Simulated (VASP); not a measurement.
Data:

```xyz
4
Lattice="3.4872 0.0000 0.0000 0.0000 3.4872 0.0000 0.0000 0.0000 3.4872" Properties=species:S:1:pos:R:3 pbc="T T T"
Fe     0.0000     0.0000     0.0000
Ni     0.0000     1.7436     1.7436
Ni     1.7436     0.0000     1.7436
Ni     1.7436     1.7436     0.0000
```
Starting moments (μB, in the order of the record's atoms Fe Ni Ni Ni): 3.0 0.7 0.7 0.7.

All values below come from PBEsol GGA, VASP's PBE PAW potentials (set 64) (plane waves; VASP). Settings: PREC = Normal, EDIFF = 1E-5, 400 eV cut-off, 12×12×12 Γ-centred mesh, first-order Methfessel-Paxton smearing of 0.10 eV, potentials Fe Ni.

**Question.** Predict the cell moment, energy per atom (σ→0), band gap (on the k-mesh) with the smallest direct gap where there is one.

**Answer.** 
```
Item                                                        Result
------------------------  ----------------------------------------
band gap (on the k-mesh)  none (metal, semimetal or under 0.01 eV)
cell moment                                                4.75 μB
energy per atom (σ→0)                               -6.913 eV/atom
```

**Question.** Give the moment on each site (PAW-sphere projection).

**Answer.** 
```csv
site,moment (μB)
Fe1,2.85
Ni2,0.63
Ni3,0.63
Ni4,0.63
```

The absolute energy has meaning only against runs of the same code, potentials and settings.

The compound is Ni3Fe in the L1_2 structure. It was relaxed first, which changed the volume by -5 %.
